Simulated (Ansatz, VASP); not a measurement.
# Zn in two plane-wave programs, part 2 of 2

Wanted: the spread between two codes on one cell, functional and k mesh. The structure shown is frame 125 of Ansatz's trajectory.

VASP 6.6.1 and Ansatz 0.2.0.

So far: Set-up; Ansatz: dynamics, PBE.

## (3) VASP: single point, PBE

Level of this step: PBE; plane waves and PAW (Zn) (VASP).

The same cell, functional, mesh and smearing now go to VASP, with its own data sets.

Lines of VASP's logs that name or quote its potential files are left out, and so is its time.

File INCAR:

```
SYSTEM = Zn
PREC = Accurate
ENCUT = 400
EDIFF = 1E-06
NELM = 120
ISMEAR = -1
SIGMA = 0.062
LREAL = Auto
ALGO = Normal
GGA = PE
NBANDS = 528
LORBIT = 11
LWAVE = .FALSE.
LCHARG = .FALSE.
ISIF = 2
LASPH = .TRUE.
GGA_COMPAT = .FALSE.
EFERMI = MIDGAP
NCORE = 2
```

File POSCAR:

```
Zn
1.0
   10.7890000000      0.0000000000      0.0000000000
    0.0000000000     10.7890000000      0.0000000000
    0.0000000000      0.0000000000     10.7890000000
Zn
76
Direct
    0.9743442395      0.4405876356      0.0353230142
    0.0519603300      0.5862545185      0.2895541755
    0.9392158680      0.2447492817      0.9122717583
    0.5607377885      0.8520715544      0.5588098990
    0.6002409862      0.7113263509      0.9427101678
    0.2681527482      0.9717026601      0.8017147094
    0.0825192326      0.5636945037      0.6212902030
    0.8733710260      0.8115673371      0.2634164427
    0.5098248216      0.4237649458      0.4554175549
    0.0456112707      0.3570859208      0.3429882288
    0.7652516452      0.5349800723      0.0232551673
    0.3913801094      0.2795161739      0.0584762258
    0.4530447678      0.6401983502      0.3606821763
    0.3745110761      0.6810547780      0.8854296042
    0.2240244694      0.4757252757      0.2276114561
    0.1630086199      0.1095189545      0.9927518769
    0.9870423580      0.3726851423      0.5643896561
    0.1836685513      0.9800444898      0.5717119288
    0.7758735749      0.2002224488      0.2500602465
    0.4091296691      0.0472425619      0.5091760126
    0.4876355547      0.9919640374      0.9455741959
    0.3061822226      0.2869404023      0.8595977384
    0.0870145519      0.3624061544      0.7770136250
    0.9765872648      0.2143386783      0.1350912967
    0.6320789693      0.6464732598      0.1913893781
    0.4190193716      0.1342663824      0.7353230142
    0.4344424877      0.6123366392      0.1280748911
    0.7151357864      0.3386968208      0.4148762629
    0.2808786727      0.5281490407      0.4754657522
    0.5958290852      0.0957456669      0.3452868663
    0.3298266753      0.3090833256      0.3600704421
    0.1307164705      0.7365650199      0.4555195106
    0.4823153212      0.4701269812      0.9251089072
    0.5881916767      0.1619334507      0.1168412272
    0.7669385485      0.3036796737      0.6842617481
    0.4944109741      0.3405969043      0.6887199926
    0.1561590509      0.1712762999      0.2424135694
    0.4784873482      0.8502919640      0.7599036055
    0.9363703772      0.7161646121      0.0715543609
    0.1827231439      0.3671609973      0.0310686811
    0.3027991473      0.5214477709      0.7087125776
    0.3251737881      0.7927240708      0.5716285105
    0.6735564000      0.5951802762      0.4586801372
    0.0924923533      0.8232737047      0.9020113078
    0.8337658726      0.5472610993      0.6296876448
    0.8359069423      0.1070812865      0.7516266568
    0.1069144499      0.9294373899      0.1347298174
    0.0732041895      0.1694132913      0.4709148207
    0.9214941144      0.9075725276      0.7254889239
    0.6808045231      0.5229863750      0.7959866531
    0.0860135323      0.1300398554      0.7448790435
    0.3268050792      0.8647140606      0.0526832885
    0.8930577440      0.6881638706      0.4532950227
    0.7371674854      0.7429048105      0.6822967838
    0.8260079711      0.4908425248      0.2582259709
    0.2674761331      0.2414218185      0.5943275558
    0.0994346093      0.7645008805      0.6897210121
    0.7794976365      0.9253035499      0.5230975994
    0.1801371768      0.6587172120      0.0518861804
    0.6096672537      0.1643525813      0.5688108258
    0.8054499954      0.0742422838      0.0383816850
    0.2183427565      0.9287422375      0.3481601631
    0.3970988970      0.0947539160      0.2225507461
    0.6098989712      0.8787097970      0.1306701270
    0.6211604412      0.2383168042      0.8688942441
    0.1525257206      0.5588377051      0.8587450181
    0.4926869960      0.6105755862      0.6716099731
    0.6683659283      0.8156270275      0.3713041060
    0.8902029845      0.6127351933      0.8275651126
    0.7713041060      0.8661507091      0.9372972472
    0.9426638243      0.0216516823      0.3429233479
    0.8548428955      0.1669014737      0.4891556215
    0.2538511447      0.7179256650      0.2440077857
    0.4484660302      0.8907591065      0.3304662156
    0.6138659746      0.4006580777      0.1475576977
    0.6463434980      0.9791176198      0.7730558903
```

File KPOINTS:

```
Automatic mesh
0
Gamma
1 1 1
0 0 0
```

Potentials, in the order of the species: Zn (PBE family, release 64).

The run is started by

```console
$ mpirun -np 8 vasp_gam
```

Numbers of over 12 decimals in the logs are rounded to 6 here.

The log of the run:

```text
[banner, memory and clock lines left out]
running    8 mpi-ranks, on    1 nodes
[...]
LDA part: xc-table for (Slater+PW92), standard interpolation
 POSCAR, INCAR and KPOINTS ok, starting setup
[...]
entering main loop
       N       E                     dE             d eps       ncg     rms          rms(c)
DAV:   1     0.102090127216E+05    0.10209E+05   -0.37486E+05  1056   0.263E+03
DAV:   2     0.160102203291E+04   -0.86080E+04   -0.84435E+04  1056   0.674E+02
DAV:   3     0.616126830521E+02   -0.15394E+04   -0.14336E+04  1064   0.216E+02
DAV:   4    -0.843250474540E+02   -0.14594E+03   -0.13684E+03  1128   0.696E+01
[...]
DAV:  15    -0.816802425099E+02    0.42739E-05   -0.27405E-05  1472   0.369E-02    0.121E-02
DAV:  16    -0.816802394138E+02    0.30961E-05   -0.24090E-05  1080   0.173E-02    0.586E-03
DAV:  17    -0.816802394818E+02   -0.67928E-07   -0.91400E-06  1056   0.178E-02
   1 F= -.81680239E+02 E0= -.81542034E+02  d E =-.276412E+00
```

From OUTCAR (step 3):

```text
  Total       20.4077729      9.2940346     19.1931810      1.9852671      8.1574171      2.9453467
  in kB       26.0353018     11.8569036     24.4857810      2.5327128     10.4068590      3.7575385
  external PRESSURE =      20.7926621 kB  Pullay stress =       0.0000000 kB

 POSITION                                       TOTAL-FORCE (eV/Angst)
 -----------------------------------------------------------------------------------
     10.51220      4.75350      0.38110        -0.209241      0.801801      0.110265
      0.56060      6.32510      3.12400        -1.466775      0.912760      0.100173
     10.13320      2.64060      9.84250        -0.331993     -0.523670     -0.408324
      6.04980      9.19300      6.02900        -0.495795      0.056294     -0.372656
      6.47600      7.67450     10.17090         0.012382     -0.241201      0.042097
      2.89310     10.48370      8.64970        -0.545048     -0.309335      0.368148
      0.89030      6.08170      6.70310        -0.085005     -0.723007     -0.241612
      9.42280      8.75600      2.84200         0.295432      0.157920     -0.372286
      5.50050      4.57200      4.91350        -0.310957      0.106084      0.320273
      0.49210      3.85260      3.70050        -0.265088      0.247910     -0.786946
      8.25630      5.77190      0.25090        -0.199244      0.363954     -0.316004
      4.22260      3.01570      0.63090         0.763734     -0.217635      1.225785
      4.88790      6.90710      3.89140         0.265996      0.361943      0.444672
      4.04060      7.34790      9.55290        -0.755846     -0.064787     -0.012151
[...]
-----------------------------------------------------------------------------------
    total drift:                               -0.009051     -0.016104     -0.029955

  FREE ENERGIE OF THE ION-ELECTRON SYSTEM (eV)
  ---------------------------------------------------
  free  energy   TOTEN  =       -81.6802394818 eV

  energy  without entropy=      -81.4038278546  energy(sigma->0) =      -81.54203367

[... 3 further parts left out ...]
[key lines of the parts left out:]
E-fermi :   1.7450
```

The gap is under twice the smearing width, so the edge states are partly filled and the run can't tell a small gap from a semimetal.

## (4) Comparison

Known differences besides the potentials themselves: the cutoff is 420 eV in Ansatz and 400 eV in VASP (PREC = Accurate, projectors in real space). Total energies have different zeros and are not compared.

Forces on 7 of the 76 atoms, those with the largest forces and the largest differences (eV/Å; atoms numbered as in POSCAR):

| atom | Ansatz x, y, z | VASP x, y, z |
| --- | --- | --- |
| Zn2 | -1.441, 0.898, 0.097 | -1.467, 0.913, 0.100 |
| Zn25 | 1.646, 0.257, 0.713 | 1.677, 0.263, 0.727 |
| Zn27 | -1.327, -0.381, -0.969 | -1.353, -0.388, -0.984 |
| Zn38 | -1.282, -0.920, 0.504 | -1.308, -0.938, 0.512 |
| Zn45 | 0.188, -1.197, -1.109 | 0.194, -1.217, -1.135 |
| Zn68 | -0.282, -0.409, -1.621 | -0.280, -0.417, -1.644 |
| Zn69 | 1.167, 0.627, 1.265 | 1.189, 0.641, 1.291 |

The forces differ by 10 meV/Å r.m.s., which is 1.8 % of the r.m.s. force of 0.555 eV/Å (both taken over all components).

## (5) Outcome

```yaml
r_m_s_force_difference_single_point_pbe: 1.8 % of the r.m.s. force
```

The r.m.s. force difference is 1.8 % of the r.m.s. force (single point, PBE), within the 3 % picked in this series as the mark of a large difference. 2 further runs of this series are not shown here. How closely two codes agree says nothing of how well the functional describes the real material.

[Lines on the potential files, build, host, timing and source positions are cut from VASP's logs without a mark.]

[Logs are printed without paths, hosts, clocks, repeated set-up lines and the standing remarks that a program may print on its own settings, such as how far it seeks lower states.]

[Hosts, paths, dates, database ids (printed as entryN), source tags and the programs' standing remarks are cut or masked in the printed files.]
